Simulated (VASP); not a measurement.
Here is the system:

```
MoS2
1.0
    1.59231    -2.75796     0.00000
    1.59231     2.75796     0.00000
    0.00000     0.00000    13.00064
Mo S
2 4
Cartesian
  1.59231   0.91932   3.25016
  1.59231  -0.91932   9.75048
  1.59231   0.91932  11.30266
  1.59231  -0.91932   4.80234
  1.59231  -0.91932   1.69798
  1.59231   0.91932   8.19830
```

Computed with r2SCAN meta-GGA, VASP's PBE PAW potentials (set 64) (plane waves; VASP 6.6.1). Run with 520 eV cut-off, 7×7×2 Γ-centred mesh, Gaussian smearing of 0.050 eV, potentials Mo_sv S.

**Question.** Predict the energy per atom (σ→0).

**Answer.** 
The energy per atom (σ→0) is -15.014 eV/atom.

The absolute energy has meaning only against runs of the same code, potentials and settings.

The compound is MoS2 in the 2H layered structure. It was relaxed first, which changed the volume by +7 %. The start is the result of an earlier pass.
